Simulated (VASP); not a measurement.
Output of a VASP run:

File OSZICAR:
```
       N       E                     dE             d eps       ncg     rms          rms(c)
DAV:   1     0.455782029899E+02    0.45578E+02   -0.87454E+03  3515   0.148E+03
DAV:   2    -0.584866826588E+01   -0.51427E+02   -0.50218E+02  3375   0.705E+02
DAV:   3    -0.813483669914E+01   -0.22862E+01   -0.21694E+01  3505   0.627E+01
DAV:   4    -0.826277209990E+01   -0.12794E+00   -0.11402E+00  3750   0.111E+01
DAV:   5    -0.827239752509E+01   -0.96254E-02   -0.96011E-02  3310   0.169E+00    0.248E+01
DAV:   6    -0.826168004574E+01    0.10717E-01   -0.41025E-02  3339   0.446E+00    0.147E+01
DAV:   7    -0.827194350507E+01   -0.10263E-01   -0.77043E-02  3269   0.601E+00    0.396E-01
DAV:   8    -0.827200985667E+01   -0.66352E-04   -0.52414E-03  3291   0.103E+00    0.121E-01
DAV:   9    -0.827203334579E+01   -0.23489E-04   -0.23970E-04  3441   0.252E-01    0.338E-02
DAV:  10    -0.827202875150E+01    0.45943E-05   -0.28944E-05  3360   0.922E-02    0.421E-02
DAV:  11    -0.827202968992E+01   -0.93842E-06   -0.25167E-06  3325   0.237E-02    0.125E-03
DAV:  12    -0.827202990547E+01   -0.21555E-06   -0.73759E-08  1956   0.735E-03    0.105E-03
DAV:  13    -0.827202989137E+01    0.14094E-07   -0.25630E-08  1778   0.941E-03
   1 F= -.82720299E+01 E0= -.82723252E+01  d E =-.827203E+01
       N       E                     dE             d eps       ncg     rms          rms(c)
DAV:   1    -0.827211516297E+01   -0.85258E-04   -0.28780E-03  3105   0.754E-01    0.430E-02
DAV:   2    -0.827207685256E+01    0.38310E-04   -0.88913E-05  3342   0.150E-01    0.233E-02
DAV:   3    -0.827205665413E+01    0.20198E-04   -0.22531E-05  3777   0.627E-02    0.113E-02
DAV:   4    -0.827205675597E+01   -0.10185E-06   -0.31116E-06  3179   0.160E-02    0.484E-03
DAV:   5    -0.827205677484E+01   -0.18863E-07   -0.68547E-08  1627   0.641E-03
   2 F= -.82720568E+01 E0= -.82723419E+01  d E =-.268835E-04
```

File OUTCAR:
```
------------------------ aborting loop because EDIFF is reached ----------------------------------------
  FORCE on cell =-STRESS in cart. coord.  units (eV):
  Direction    XX          YY          ZZ          XY          YZ          ZX
  --------------------------------------------------------------------------------------
  Total        0.0519070      0.0519070      0.0352362      0.0000000      0.0000000      0.0000000
  in kB        1.3586870      1.3586871      0.9223240      0.0000000      0.0000000      0.0000000
  external PRESSURE =       1.2132327 kB  Pullay stress =       0.0000000 kB
  volume of cell :       61.21
      direct lattice vectors                 reciprocal lattice vectors
     1.782046016 -3.086594333  0.000000000     0.280576369 -0.161990837  0.000000000
     1.782046016  3.086594333  0.000000000     0.280576369  0.161990837  0.000000000
    -0.000000000 -0.000000000  5.564014069     0.000000000  0.000000000  0.179726361
 POSITION                                       TOTAL-FORCE (eV/Angst)
 -----------------------------------------------------------------------------------
      1.78205      1.02887      1.39100         0.000000     -0.000000      0.000000
      1.78205     -1.02887      4.17301        -0.000000      0.000000      0.000000
 -----------------------------------------------------------------------------------
    total drift:                                0.000000      0.000073     -0.000011
  FREE ENERGIE OF THE ION-ELECTRON SYSTEM (eV)
  ---------------------------------------------------
  free  energy   TOTEN  =        -8.2720567748 eV

  energy  without entropy=       -8.2729121118  energy(sigma->0) =       -8.27234189

 reached required accuracy - stopping structural energy minimisation
```
(Selected blocks of OUTCAR.)

### POSCAR
```
Lu
1
    1.7813159434    -3.0853298097     0.0000000000
    1.7813159434     3.0853298097     0.0000000000
    0.0000000000     0.0000000000     5.5685758281
Lu
2
Direct
  0.3333330000   0.6666670000   0.2500000000
  0.6666670000   0.3333330000   0.7500000000
```

**Question.** Reconstruct the remaining input files.

**Answer.** This is not unique; one that fits is the input of the run itself, RPBE GGA, plane waves, VASP's PBE PAW potentials (set 64).

**KPOINTS**
```
Automatic mesh
0
Gamma
12 12 7
0 0 0
```

INCAR:
```
! general
SYSTEM =Lu
PREC   =Accurate
ENCUT  =520
LREAL  =.False.
LASPH  =.True.

! electronic loop
EDIFF  =1E-7
NELM   =100
ALGO   =Normal
LMAXMIX=6

! smearing
ISMEAR =1
SIGMA  =0.1

! functional
GGA    =RP

! ions
IBRION =2
NSW    =30
ISIF   =4
EDIFFG =-0.01

! output
LWAVE  =.False.
LCHARG =.False.
```

POTCAR, in this order: Lu_3 (PBE.64 set). Program: vasp_std.

The compound is Lu in the hcp structure. This run relaxes it. Symmetry was kept, so distortions that lower it aren't found.
